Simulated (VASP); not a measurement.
```
AlN
1.0
    0.00000     2.18399     2.18399
    2.18399     0.00000     2.18399
    2.18399     2.18399     0.00000
Al N
1 1
Cartesian
  0.00000   0.00000   0.00000
  3.27599   3.27599   3.27599
```

Calculation: r2SCAN meta-GGA, VASP's PBE PAW potentials (set 64) (plane waves; VASP). Settings: 520 eV cut-off, 9×9×9 Γ-centred mesh, Gaussian smearing of 0.050 eV, potentials Al N.

Problem. Estimate the energy per atom (σ→0).

Solution. 
```json
{
 "energy per atom (σ→0)": "-9.590 eV/atom"
}
```

The structure comes from a computed database's AlN entry (F-43m); how it stands against other phases isn't given here. The cell was not relaxed at this level.
